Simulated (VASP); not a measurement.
Crystal: Co4H6CO3.

```xyz
14
Lattice="4.5654 3.7046 3.1734 4.5654 -3.7046 3.1734 1.8955 0.0000 -3.1734" Properties=species:S:1:pos:R:3 pbc="T T T"
Co    4.9915    0.0000    3.4638
Co    1.2992    0.0000   -0.0746
Co    3.2786    1.1358    0.1054
Co    3.2786   -1.1358    0.1054
O     6.2782    0.0000    3.5768
O     6.2885    1.1173    0.3037
O     6.2885   -1.1173    0.3037
C     2.5843    0.0000    0.0000
H     5.4880   -2.7398    3.1811
H     5.4880    2.7398    3.1811
H     4.2945    1.0687   -0.1018
H     4.2945   -1.0687   -0.1018
H     7.1632   -1.7914    3.3867
H     7.1632    1.7914    3.3867
```

The cell was built by a generator and needn't be a form met in nature.

Base run:

* Program: VASP 6.6.1
* Functional: PBE
* Potentials or basis: VASP PAW PBE potentials, release 64 (Co, O, C, H)
* Cutoff: 520 eV
* k mesh: 3 × 3 × 5
* Occupations: gaussian, width 0.0407 eV
* Spin: collinear spin, twin_end start
* Starting moments: [0.89, 0.0, 0.01, 0.01, 0.19, 0.16, 0.16, -0.0, 0.0, 0.0, 0.0, 0.0, 0.0, 0.0] μB
* Hubbard terms: Co d U = 5.1 eV

Its results: band gap on the k mesh 0.32 eV, indirect (least direct gap 0.36 eV); pressure 125.4 GPa; largest force 37.420 eV/Å.

Q: The run is repeated on the same cell with these changes: spin from collinear spin, twin_end start to no spin polarisation; further incar settings from ALGO = Normal; EDIFF = 1e-07; NBANDS = 49 to ALGO = Normal; EDIFF = 1e-07; NBANDS = 45. What comes out?

A: Band gap on the k mesh 0.03 eV, indirect (least direct gap 0.05 eV); pressure 125.3 GPa; largest force 35.703 eV/Å.

Caveats: a pressure of tens of GPa on the cell as given is suspect, and the run, the potentials or the cell itself is likely at fault; an odd mesh through Γ misses points on the zone boundary, where band edges often lie; forces of over 1 eV/Å show positions far from the minimum, so gaps and moduli don't describe the material at rest.
